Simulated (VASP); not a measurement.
Input:

```xyz
1
Lattice="-1.4350 1.4350 1.4350 1.4350 -1.4350 1.4350 1.4350 1.4350 -1.4350" Properties=species:S:1:pos:R:3 pbc="T T T"
Fe     0.0000     0.0000     0.0000
```
Starting moments (μB, in the order of the record's atoms Fe): 2.5.

Calculation: SCAN meta-GGA, VASP's PBE PAW potentials (set 64) (plane waves; VASP 6.6.1). Numerical set-up: 520 eV cut-off, 16×16×16 Γ-centred mesh, first-order Methfessel-Paxton smearing of 0.10 eV, potentials Fe.

Energy and stress use the plane-wave basis of the starting cell.

### Question
The ions, cell shape and volume are relaxed. Predict the relaxed structure.

### Answer

```xyz
1
Lattice="-1.4221 1.4221 1.4221 1.4221 -1.4221 1.4221 1.4221 1.4221 -1.4221" Properties=species:S:1:pos:R:3 pbc="T T T"
Fe     0.0000     0.0000     0.0000
```
Space group Im-3m (229), at a tolerance of 0.03 Å. The cell ends with 2.59 μB, on the sites 2.60 μB.

### Question
How do energy and volume change from the first to the last step?

### Answer
The energy (σ→0) changes by -6.9 meV/atom and the volume by -2.7 %, in 4 ionic steps.

```
step  E(σ→0) (eV)  max force (eV/Å)  pressure (GPa)  volume (Å³)
----  -----------  ----------------  --------------  -----------
1        -18.0842             0.000           -6.09        11.82
2        -18.0797             0.000            9.05        11.07
3        -18.0911             0.000            0.50        11.48
4        -18.0911             0.000            0.10        11.50
```

The compound is Fe in the bcc structure. This run relaxes it. Symmetry was kept, so distortions that lower it aren't found.
